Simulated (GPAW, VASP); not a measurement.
This is a calculation of VWC2 for VASP 6.6.1. The cell comes from a database or a generator and needn't be the stable form of this composition.

File INCAR:

```
SYSTEM = VWC2
PREC = Accurate
ENCUT = 520
EDIFF = 1E-7
ISMEAR = -1
SIGMA = 0.05
LREAL = .False.
LASPH = .True.
NELM = 120
ALGO = Normal
ISIF = 2
LWAVE = .False.
LCHARG = .False.
ISPIN = 2
MAGMOM = 0 2 0 0
LORBIT = 11
LMAXMIX = 4
GGA = PE
NBANDS = 30
```

File KPOINTS:

```
Automatic mesh
0
Gamma
  10 10 10
  0 0 0
```

POSCAR

```
VWC2
1.0
    1.5170411163      0.8758640969      4.9338931930
   -1.5170411163      0.8758640969      4.9338931930
    0.0000000000     -1.7517281937      4.9338931930
W V C
1 1 2
Direct
    0.0000000000      0.0000000000      0.0000000000
    0.5000000000      0.5000000000      0.5000000000
    0.2464940000      0.2464940000      0.2464940000
    0.7535060000      0.7535060000      0.7535060000
```

Potentials or basis: VASP PAW PBE potentials, release 64 (W_sv, V_sv, C).

Command:

```console
$ cat potpaw_PBE.64/W_sv/POTCAR potpaw_PBE.64/V_sv/POTCAR potpaw_PBE.64/C/POTCAR > POTCAR
$ mpirun -np 1 vasp_std > vasp.out
```

Problem. Set up the same calculation for GPAW 26.7.0 (ASE script). Potentials or basis there: GPAW PAW data sets (gpaw-data 1.2.1), cutoff 800 eV.

Solution. As run (cutoffs and basis follow the program's own potentials, and thresholds, step limits or extra output files can differ):

The input run.py:

```python
from ase import Atoms
from ase.dft.bandgap import bandgap
from ase.io import write
from ase.units import Bohr, GPa
from gpaw import GPAW, PW
from gpaw.elf import elf_from_dft_calculation

atoms = Atoms(['W', 'V', 'C', 'C'],
              cell=[[1.5170411163, 0.8758640969, 4.933893193],
                    [-1.5170411163, 0.8758640969, 4.933893193],
                    [0.0, -1.7517281937, 4.933893193]],
              scaled_positions=[[0.0, 0.0, 0.0],
                                [0.5, 0.5, 0.5],
                                [0.246494, 0.246494, 0.246494],
                                [0.753506, 0.753506, 0.753506]],
              pbc=True)
atoms.set_initial_magnetic_moments([0.0, 2.0, 0.0, 0.0])

calc = GPAW(mode=PW(800),
            xc='PBE',
            kpts={'size': (10, 10, 10), 'gamma': True},
            occupations={'name': 'fermi-dirac', 'width': 0.05},
            nbands=33,
            convergence={'density': 1e-05, 'energy': 1e-05},
            maxiter=150,
            txt='gpaw.txt')
atoms.calc = calc
energy = atoms.get_potential_energy()
forces = atoms.get_forces()
stress = atoms.get_stress()
calc.write('gs.gpw')
write('result.traj', atoms)
print(f'Energy: {energy:.6f} eV')
print('Forces (eV/A):')
print(forces.round(4))
print('Stress (GPa):', (stress / GPa).round(3))
print('Moments:', calc.get_magnetic_moments().round(3))
print('Fermi level:', round(calc.get_fermi_level(), 4), 'eV')
print(f'Gap: {bandgap(calc)[0]:.4f} eV, direct: {bandgap(calc, direct=True)[0]:.4f} eV')

# fields on the real-space grid
write('density.cube', atoms, data=calc.get_pseudo_density() * Bohr**3)
write('potential.cube', atoms, data=calc.get_electrostatic_potential())
write('spin.cube', atoms, data=(calc.get_pseudo_density(spin=0) - calc.get_pseudo_density(spin=1)) * Bohr**3)
write('elf.cube', atoms, data=elf_from_dft_calculation(calc).data)
```

Potentials or basis: GPAW PAW data sets (gpaw-data 1.2.1), pw.

Launch:

```console
$ OMP_NUM_THREADS=1 python run.py
```

Both were run:

|  | VASP | GPAW |
| --- | --- | --- |
| Pressure | -1.3 GPa | -1.0 GPa |
| Net moment | 0.00 μB per cell | 0.00 μB per cell |

The magnetic state is the one that the start led to; the real crystal's order can differ.

Pressure is positive in compression.
